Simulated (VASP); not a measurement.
```
InP
1.0
    0.00000     2.88653     2.88653
    2.88653     0.00000     2.88653
    2.88653     2.88653     0.00000
In P
1 1
Direct
  0.00000   0.00000   0.00000
  0.25000   0.25000   0.25000
```

Computed with HSE06 screened hybrid, VASP's PBE PAW potentials (set 64) (plane waves; VASP). Run with 520 eV cut-off, 6×6×6 Γ-centred mesh, Gaussian smearing of 0.050 eV, potentials In_d P.

Problem. Give the stress tensor in GPa (positive for a compressed cell).

Solution. 
```
5.11  0.00  0.00
0.00  5.11  0.00
0.00  0.00  5.11
```
The pressure is its mean diagonal, 5.11 GPa.

The compound is InP in the zinc blende structure. This cell is one point of a volume scan, at 0.91 of the reference volume. The cell's shape comes from a PBE relaxation.
